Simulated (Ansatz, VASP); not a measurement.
# Hg10Se3S7: VASP beside Ansatz, part 2 of 3

One calculation is typed for both programs; each brings its own data sets. How far apart do they land? Of the first pair: The structure shown is frame 18 of Ansatz's trajectory.

VASP 6.6.1 and Ansatz 0.2.0.

So far. Step 3 (VASP: single point, LDA, pair 1): The run ends at a pressure of -2.69 GPa, with forces up to 1.7 eV/Å.

## 4. Differences

Known differences besides the potentials themselves: the data sets hold 870 valence electrons in Ansatz (on its default PAW (the set named soft_2) files) and 540 in VASP; the cutoff is 420 eV in Ansatz and 400 eV in VASP (PREC = Accurate, projectors in real space); VASP's log shows a relativistic correction to its local exchange, Ansatz's none. Total energies have different zeros and are not compared.

Forces on 9 of the 60 atoms, those with the largest forces and the largest differences (eV/Å; atoms numbered as in POSCAR):

| atom | Ansatz x, y, z | VASP x, y, z |
| --- | --- | --- |
| Hg1 | 0.108, -1.397, -0.127 | 0.165, -1.461, -0.133 |
| Hg16 | -0.212, 0.602, -0.490 | -0.229, 0.689, -0.475 |
| Hg20 | -0.234, -0.756, 0.864 | -0.282, -0.779, 0.894 |
| S31 | -0.644, 1.169, 0.264 | -0.696, 1.243, 0.214 |
| S35 | -0.629, 1.441, 0.094 | -0.690, 1.455, 0.131 |
| S37 | -0.361, -1.660, -0.121 | -0.355, -1.694, -0.094 |
| S43 | -0.402, 0.529, -0.855 | -0.308, 0.518, -0.881 |
| S46 | -0.156, -0.846, 1.121 | -0.154, -0.868, 1.163 |
| S49 | 0.846, 0.848, -0.845 | 0.912, 0.881, -0.877 |

The forces differ by 29 meV/Å r.m.s., which is 6.2 % of the r.m.s. force of 0.472 eV/Å (both taken over all components).

## 5. Ansatz: dynamics, LDA

One frame of this run of dynamics is then solved in both programs, so the motion causes no difference.

The structure compared here is frame 36 of Ansatz's trajectory.

Input file input.yaml:

```yaml
crystal:
  lattice:
    - [11.8949, 0.0, 0.0]
    - [0.0, 11.8949, 0.0]
    - [0.0, 0.0, 11.8949]
  atoms:
    - { symbol: Hg, position: [0.57487, 0.70301, 0.55582] }
    - { symbol: Hg, position: [0.74074, 0.44256, 0.42408] }
    - { symbol: Hg, position: [0.07557, 0.43817, 0.54562] }
    - { symbol: Hg, position: [0.92845, 0.72315, 0.39652] }
    - { symbol: Hg, position: [0.98642, 0.69718, 0.90521] }
    - { symbol: Hg, position: [0.34552, 0.26286, 0.76655] }
    - { symbol: Hg, position: [0.29271, 0.61095, 0.77381] }
    - { symbol: Hg, position: [0.12171, 0.36828, 0.96942] }
    - { symbol: Hg, position: [0.77844, 0.94983, 0.33049] }
    - { symbol: Hg, position: [0.6599, 0.2114, 0.90788] }
    - { symbol: Hg, position: [0.76868, 0.83723, 0.67136] }
    - { symbol: Hg, position: [0.21579, 0.58918, 0.19253] }
    - { symbol: Hg, position: [0.66553, 0.35005, 0.66235] }
    - { symbol: Hg, position: [0.40316, 0.46919, 0.48214] }
    - { symbol: Hg, position: [0.3581, 0.07686, 0.04434] }
    - { symbol: Hg, position: [0.99561, 0.29539, 0.75175] }
    - { symbol: Hg, position: [0.84022, 0.90881, 0.97662] }
    - { symbol: Hg, position: [0.25588, 0.77754, 0.50193] }
    - { symbol: Hg, position: [0.96134, 0.24799, 0.23568] }
    - { symbol: Hg, position: [0.18737, 0.09776, 0.54325] }
    - { symbol: Hg, position: [0.11434, 0.92439, 0.18905] }
    - { symbol: Hg, position: [0.47237, 0.48332, 0.01444] }
    - { symbol: Hg, position: [0.24787, 0.21007, 0.28464] }
    - { symbol: Hg, position: [0.89624, 0.13054, 0.5035] }
    - { symbol: Hg, position: [0.69383, 0.16498, 0.15856] }
    - { symbol: Hg, position: [0.52979, 0.76504, 0.92853] }
    - { symbol: Hg, position: [0.51299, 0.9527, 0.74145] }
    - { symbol: Hg, position: [0.80657, 0.50664, 0.06636] }
    - { symbol: Hg, position: [0.57185, 0.72088, 0.2237] }
    - { symbol: Hg, position: [0.0979, 0.01649, 0.90511] }
    - { symbol: S, position: [0.44732, 0.88071, 0.53557] }
    - { symbol: S, position: [0.12625, 0.89986, 0.61729] }
    - { symbol: S, position: [0.07097, 0.25219, 0.42934] }
    - { symbol: S, position: [0.90079, 0.90369, 0.52087] }
    - { symbol: S, position: [0.48087, 0.12829, 0.21318] }
    - { symbol: S, position: [0.26429, 0.88186, 0.03781] }
    - { symbol: S, position: [0.50836, 0.3817, 0.20071] }
    - { symbol: S, position: [0.76915, 0.36368, 0.22382] }
    - { symbol: S, position: [0.15881, 0.15679, 0.74853] }
    - { symbol: S, position: [0.56667, 0.91503, 0.31829] }
    - { symbol: S, position: [0.39988, 0.6792, 0.09797] }
    - { symbol: S, position: [0.28534, 0.42083, 0.31054] }
    - { symbol: S, position: [0.38947, 0.11373, 0.45378] }
    - { symbol: S, position: [0.46569, 0.29916, 0.59371] }
    - { symbol: S, position: [0.72882, 0.99839, 0.81049] }
    - { symbol: S, position: [0.30694, 0.43094, 0.88877] }
    - { symbol: S, position: [0.24392, 0.57383, 0.57172] }
    - { symbol: S, position: [0.81482, 0.19709, 0.69046] }
    - { symbol: S, position: [0.1672, 0.78305, 0.83143] }
    - { symbol: S, position: [0.46643, 0.12447, 0.8677] }
    - { symbol: S, position: [0.57164, 0.56641, 0.38105] }
    - { symbol: Se, position: [0.51916, 0.62562, 0.75795] }
    - { symbol: Se, position: [0.81309, 0.63999, 0.77149] }
    - { symbol: Se, position: [0.90397, 0.02778, 0.15913] }
    - { symbol: Se, position: [0.13352, 0.74903, 0.31968] }
    - { symbol: Se, position: [0.66567, 0.4463, 0.88924] }
    - { symbol: Se, position: [0.72244, 0.72025, 0.03904] }
    - { symbol: Se, position: [0.03203, 0.54468, 0.06097] }
    - { symbol: Se, position: [0.14045, 0.17496, 0.07834] }
    - { symbol: Se, position: [0.89197, 0.5577, 0.53816] }
kpoints:
  mp_grid: { grid: [1, 1, 1] }
hamiltonian:
  xc: lda
scf:
  occupations: { method: fermi_dirac, width: 0.025 }
output:
  forces: true
md:
  timestep: 2.0
  n_steps: 54
  ensemble: nve
  temperature: 400
  initial_velocities: maxwell_boltzmann
  seed: 1719
```

Started as:

```sh
> ansatz run input.yaml --threads 4 --pin off --max-ram 8192MiB --backend cpu --events-out ev --progress --plain --runs-dir out
```

Numbers of over 12 decimals in the logs are rounded to 6 here.

Log:

```text
[...]
Crystal: 60 atoms, lattice volume = 1682.993 Å³
Basis set: ecut = 420 eV, 32987 PW (Γ)
Bands: 522, of which v1, the nominal top of the filled ones, is band 435 counted from 1 (434 counted from 0)
Symmetry: 1 space group operations
k-points: 1
[...]
atom   8  Hg     0.18452916     0.43899213    -0.24057897
[...]
atom  57  Se     0.29774211    -0.45721437    -0.77048592
  atom  58  Se     0.24385077     0.31148452     0.01781138
  atom  59  Se     0.02167698    -0.34700929    -0.94951274
  atom  60  Se    -0.00237050    -0.06202013     0.35972092
  max |Σ_I F_I| component: 4.42e-5 eV/Å
--- MD trajectory: 54 steps, t = 0.0 → 108.0 fs ---
[...]
conserved energy: peak-to-peak 2.739e-2 eV (4.565e-4 eV/atom) over 108.0 fs
[key lines of the parts left out:]
SCF converged after 14 iterations
Free energy (F): -472373.228897 eV
Fermi energy:    7.554507 eV
```

## 6. VASP: single point, LDA, pair 2

The same cell, functional (in two slightly different forms), mesh and smearing now go to VASP, with its own data sets.

Input file INCAR:

```
SYSTEM = Hg10Se3S7
PREC = Accurate
ENCUT = 400
EDIFF = 1E-06
NELM = 120
ISMEAR = -1
SIGMA = 0.025
LREAL = Auto
ALGO = Normal
GGA = PW92
NBANDS = 320
LORBIT = 11
LWAVE = .FALSE.
LCHARG = .FALSE.
ISIF = 2
LASPH = .TRUE.
GGA_COMPAT = .FALSE.
NCORE = 2
```

Input file POSCAR:

```
Hg10Se3S7
1.0
   11.8949000000      0.0000000000      0.0000000000
    0.0000000000     11.8949000000      0.0000000000
    0.0000000000      0.0000000000     11.8949000000
Hg S Se
30 21 9
Direct
    0.5719257833      0.7051341331      0.5610219506
    0.7549874316      0.4526898082      0.4232233983
    0.0852802462      0.4321263735      0.5515725227
    0.9314327989      0.7208383425      0.3968507512
    0.9891382021      0.6950037411      0.9044884783
    0.3405577180      0.2672489891      0.7556095469
    0.3000529639      0.6205684789      0.7716248140
    0.1176218379      0.3706462433      0.9753844084
    0.7812003464      0.9393353454      0.3279472715
    0.6490680880      0.2014056444      0.9083220540
    0.7796786858      0.8351226156      0.6854198018
    0.2217589051      0.5957427133      0.2011114007
    0.6656970634      0.3505451916      0.6557516246
    0.4065271671      0.4686210056      0.4976250326
    0.3533110829      0.0798073124      0.0362676441
    0.9886085633      0.2988003262      0.7428898099
    0.8350133250      0.9072543695      0.9600501055
    0.2631800183      0.7848741898      0.5111013964
    0.9537616962      0.2405989121      0.2270384787
    0.1837762402      0.0803453581      0.5458978218
    0.1164784908      0.9226811491      0.1848187038
    0.4735474867      0.4725302441      0.0224465948
    0.2482828775      0.2074166239      0.2844496381
    0.9094654011      0.1200094158      0.5007019815
    0.6915989205      0.1632464333      0.1543518651
    0.5193822563      0.7696491774      0.9238413101
    0.5033922101      0.9552833567      0.7359960992
    0.8084220969      0.4982555549      0.0633969180
    0.5825858141      0.7329527781      0.2253570858
    0.1021362096      0.0215218287      0.8982336968
    0.4677634953      0.8850683907      0.5666798376
    0.1026742554      0.8721132586      0.6472185559
    0.0373521425      0.2482240288      0.4376329351
    0.8809994199      0.9269518869      0.4999873896
    0.4932113763      0.1949322819      0.1818510454
    0.2656096310      0.9103229115      0.0545191637
    0.4883017091      0.3487124734      0.2093838536
    0.7840671212      0.3463501164      0.2414816434
    0.1550244222      0.1665419634      0.7587285307
    0.5941537970      0.9211174537      0.3043321087
    0.4056948776      0.6588369806      0.0876173822
    0.2884513531      0.4236941883      0.2859124499
    0.3281406317      0.1299548546      0.4256530110
    0.4743209275      0.3026423089      0.5882941429
    0.7120866926      0.9898780149      0.8099017226
    0.2898721301      0.4268299860      0.8857409478
    0.2380431950      0.5730775374      0.5660577222
    0.8083548412      0.2157563325      0.7042429949
    0.1542593885      0.8225626109      0.8150467848
    0.4530933425      0.1149736442      0.8604864270
    0.5653010954      0.5738677921      0.3929583267
    0.5227618559      0.6087987289      0.7666983329
    0.8290107525      0.6495725059      0.7699013863
    0.9056906742      0.0156958024      0.1685007861
    0.1263903017      0.7576272184      0.3180018327
    0.6734735055      0.4277463451      0.9119958974
    0.7165087559      0.7330200338      0.0531152006
    0.0130476086      0.5446283701      0.0608748287
    0.1306526326      0.1955964321      0.0956544401
    0.8929709371      0.5687311369      0.5276883370
```

Input file KPOINTS:

```
Automatic mesh
0
Gamma
1 1 1
0 0 0
```

PAW data sets: Hg, S and Se (LDA family, release 64).

Started as:

```sh
> mpirun -np 8 vasp_gam
```

Log:

```text
[banner, memory and clock lines left out]
running    8 mpi-ranks, on    1 nodes
[...]
[... a notice as in an earlier step ...]

 LDA part: xc-table for (Slater(with rela. corr.)+PW92), standard interpolation
 POSCAR, INCAR and KPOINTS ok, starting setup
[...]
entering main loop
       N       E                     dE             d eps       ncg     rms          rms(c)
DAV:   1     0.466132625693E+04    0.46613E+04   -0.24725E+05   648   0.132E+03
DAV:   2     0.240567185551E+03   -0.44208E+04   -0.42591E+04   704   0.374E+02
DAV:   3    -0.158774016961E+03   -0.39934E+03   -0.39060E+03   760   0.103E+02
DAV:   4    -0.170593250650E+03   -0.11819E+02   -0.11670E+02   712   0.160E+01
[...]
DAV:  15    -0.155215850805E+03   -0.42128E-05   -0.40579E-05   696   0.129E-02    0.239E-02
DAV:  16    -0.155215855104E+03   -0.42989E-05   -0.93132E-06   592   0.610E-03    0.883E-03
DAV:  17    -0.155215855704E+03   -0.60006E-06   -0.11358E-06   392   0.234E-03
   1 F= -.15521586E+03 E0= -.15520896E+03  d E =-.137967E-01
```

Parts of OUTCAR (step 6):

```text
  Total       -5.8802039     -2.9160826    -10.0868410      1.5345292     -1.9288690      2.0428668
  in kB       -5.5978413     -2.7760547     -9.6024791      1.4608424     -1.8362462      1.9447700
  external PRESSURE =      -5.9921251 kB  Pullay stress =       0.0000000 kB

 POSITION                                       TOTAL-FORCE (eV/Angst)
 -----------------------------------------------------------------------------------
      6.80300      8.38750      6.67330        -0.317526     -0.524533      0.027977
      8.98050      5.38470      5.03420        -0.646176     -0.139043     -0.537899
      1.01440      5.14010      6.56090        -0.633909     -0.164420      0.331788
     11.07930      8.57430      4.72050         0.145154      0.349514     -0.284206
     11.76570      8.26700     10.75880         0.066804      0.324271     -0.352780
      4.05090      3.17890      8.98790         0.510267      0.486961     -0.268133
      3.56910      7.38160      9.17840         0.004302     -0.122742     -0.010638
      1.39910      4.40880     11.60210        -0.089758      0.395486      0.112517
      9.29230     11.17330      3.90090         0.451325     -0.105229     -0.523193
      7.72060      2.39570     10.80440         0.140439      0.077117      0.177029
      9.27420      9.93370      8.15300         0.467042      0.270968     -0.391108
      2.63780      7.08630      2.39220         0.225917      0.106433     -0.109861
      7.91840      4.16970      7.80010        -0.385613      0.073539     -0.104673
      4.83560      5.57420      5.91920        -0.295385      0.255058     -0.622686
[...]
-----------------------------------------------------------------------------------
    total drift:                               -0.018434      0.019821     -0.003705

  FREE ENERGIE OF THE ION-ELECTRON SYSTEM (eV)
  ---------------------------------------------------
  free  energy   TOTEN  =      -155.2158557039 eV

  energy  without entropy=     -155.2020589877  energy(sigma->0) =     -155.20895735

[... 2 parts as in an earlier step ...]

[... 1 further part left out ...]
[key lines of the parts left out:]
E-fermi :   1.7081
```

The run ends at a pressure of -0.60 GPa, with forces up to 3.9 eV/Å.

## 7. Side by side

What differs besides the data sets and the points named for the pairs above, as far as they apply: the data sets hold 870 valence electrons in Ansatz (on its default PAW (the set named soft_2) files) and 540 in VASP. Total energies have different zeros and are not compared.

Forces on 7 of the 60 atoms, those with the largest forces and the largest differences (eV/Å; atoms numbered as in POSCAR):

| atom | Ansatz x, y, z | VASP x, y, z |
| --- | --- | --- |
| Hg23 | -1.900, 1.565, -2.827 | -1.974, 1.653, -2.960 |
| Hg27 | 0.187, 0.577, 1.844 | 0.212, 0.588, 1.948 |
| S31 | -0.656, -0.901, -2.003 | -0.711, -0.901, -2.163 |
| S35 | -0.641, -2.983, -0.275 | -0.713, -2.652, -0.192 |
| S37 | -0.347, 3.266, 0.155 | -0.324, 2.938, 0.120 |
| S40 | -1.774, 0.062, 0.003 | -1.908, 0.114, 0.015 |
| S43 | 2.269, -1.546, 2.281 | 2.459, -1.636, 2.396 |

The forces differ by 58 meV/Å r.m.s., which is 8.1 % of the r.m.s. force of 0.717 eV/Å (both taken over all components).

## 8. Ansatz: dynamics, LDA

One frame of this run of dynamics is then solved in both programs, so the motion causes no difference.

The structure compared here is frame 54 of Ansatz's trajectory.

input.yaml is that of step 5.

Started as:

```sh
> ansatz run input.yaml --threads 4 --pin off --max-ram 8192MiB --backend cpu --events-out ev --progress --plain --runs-dir out
```

Log:

```text
[...]
Crystal: 60 atoms, lattice volume = 1682.993 Å³
Basis set: ecut = 420 eV, 32987 PW (Γ)
Bands: 522, of which v1, the nominal top of the filled ones, is band 435 counted from 1 (434 counted from 0)
Symmetry: 1 space group operations
k-points: 1
[...]
atom   8  Hg     0.18452916     0.43899213    -0.24057897
[...]
atom  57  Se     0.29774211    -0.45721437    -0.77048592
  atom  58  Se     0.24385077     0.31148452     0.01781138
  atom  59  Se     0.02167698    -0.34700929    -0.94951274
  atom  60  Se    -0.00237050    -0.06202013     0.35972092
  max |Σ_I F_I| component: 4.42e-5 eV/Å
--- MD trajectory: 54 steps, t = 0.0 → 108.0 fs ---
[...]
conserved energy: peak-to-peak 2.739e-2 eV (4.565e-4 eV/atom) over 108.0 fs
[key lines of the parts left out:]
SCF converged after 14 iterations
Free energy (F): -472373.228897 eV
Fermi energy:    7.554507 eV
```

(Continued in part 3 of 3.)

[Lines on the potential files, build, host, timing and source positions are cut from VASP's logs without a mark.]

[Logs are printed without paths, hosts, clocks, repeated set-up lines and the standing remarks that a program may print on its own settings, such as how far it seeks lower states.]

[Hosts, paths, dates, database ids (printed as entryN), source tags and the programs' standing remarks are cut or masked in the printed files.]
